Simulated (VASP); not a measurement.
**AlN: band structure with PBE0**

**What was measured.**

From “Self-assembly of well-separated AlN nanowires directly on sputtered metallic TiN films”, 2019, arxiv:1910.07391, for a bulk crystal of AlN at 10 K: band gap 6.034 eV (an exciton energy, a little under the gap).

Crystal: AlN.

```
CELL_PARAMETERS angstrom
3.12857 0.00000 0.00000
-1.56429 2.70942 0.00000
0.00000 0.00000 5.01646
ATOMIC_POSITIONS crystal
Al 0.33333 0.66667 0.99926
Al 0.66667 0.33333 0.49926
N 0.33333 0.66667 0.38074
N 0.66667 0.33333 0.88074
```

| Quantity | Value |
| --- | --- |
| Program | VASP 6.6.1 |
| Task | band structure |
| Functional | PBE0 |
| Potentials or basis | VASP PAW PBE potentials, release 64 (Al, N) |
| Cutoff | 520 eV |
| k mesh | 6 × 6 × 4 |
| Occupations | gaussian, width 0.02 eV |
| Spin | no spin polarisation |
| Grid for exact exchange (PRECFOCK) | Fast |
| Exchange at q = 0 | truncated |
| Further INCAR settings | ALGO = Normal; EDIFF = 1e-07; NBANDS = 16 |

```json
{
  "Pressure": "-5.2 GPa",
  "Band gap on the k mesh": "6.11 eV, direct",
  "Band gap along the path": "6.11 eV, direct"
}
```

Levels at the corners of the path, in eV from the valence-band top:
```csv
point,band 4,band 5,band 6,band 7,band 8,band 9,band 10,band 11,band 12,band 13
Γ,-0.95,-0.95,-0.23,-0.23,0.00,6.11,8.73,13.07,13.41,13.41
M,-4.52,-3.62,-2.28,-1.88,-0.77,7.86,7.86,10.32,12.70,13.16
M,-4.52,-3.62,-2.28,-1.88,-0.77,7.86,7.86,10.32,12.70,13.16
K,-4.11,-4.11,-2.66,-2.58,-2.58,7.07,10.64,12.00,12.00,13.94
K,-4.11,-4.11,-2.66,-2.58,-2.58,7.07,10.64,12.00,12.00,13.94
Γ,-0.95,-0.95,-0.23,-0.23,0.00,6.11,8.73,13.07,13.41,13.41
Γ,-0.95,-0.95,-0.23,-0.23,0.00,6.11,8.73,13.07,13.41,13.41
A,-3.59,-0.60,-0.60,-0.60,-0.60,8.54,8.54,12.61,12.61,13.74
A,-3.59,-0.60,-0.60,-0.60,-0.60,8.54,8.54,12.61,12.61,13.74
L,-6.05,-1.60,-1.60,-1.48,-1.48,7.32,7.32,11.43,11.43,14.32
L,-6.05,-1.60,-1.60,-1.48,-1.48,7.32,7.32,11.43,11.43,14.32
H,-5.23,-4.13,-4.13,-0.88,-0.88,9.60,9.60,9.95,9.95,14.42
H,-5.23,-4.13,-4.13,-0.88,-0.88,9.60,9.60,9.95,9.95,14.42
A,-3.59,-0.60,-0.60,-0.60,-0.60,8.54,8.54,12.61,12.61,13.74
L,-6.05,-1.60,-1.60,-1.48,-1.48,7.32,7.32,11.43,11.43,14.32
M,-4.52,-3.62,-2.28,-1.88,-0.77,7.86,7.86,10.32,12.70,13.16
K,-4.11,-4.11,-2.66,-2.58,-2.58,7.07,10.64,12.00,12.00,13.94
H,-5.23,-4.13,-4.13,-0.88,-0.88,9.60,9.60,9.95,9.95,14.42
```

Run time: 19 min on 4 MPI ranks on Intel(R) Xeon(R) Platinum 8259CL CPU @ 2.50GHz (Skylake/Cascade Lake) (shared host), peak memory 0.21 GiB a rank.

A measured gap of AlN is 6.034 eV (an exciton energy, a little under the gap; 10 K; quoted in “Self-assembly of well-separated AlN nanowires directly on sputtered metallic TiN films”, 2019, arxiv:1910.07391); the calculated 6.11 eV misses it by +0.08 eV. 2 values of this kind are on record (6.034 to 6.0343 eV); this one was drawn at random. The value is that of PBE0, without temperature or zero-point motion.

Caveat: the PAW data sets were made with another functional, which shifts forces and pressure a little.
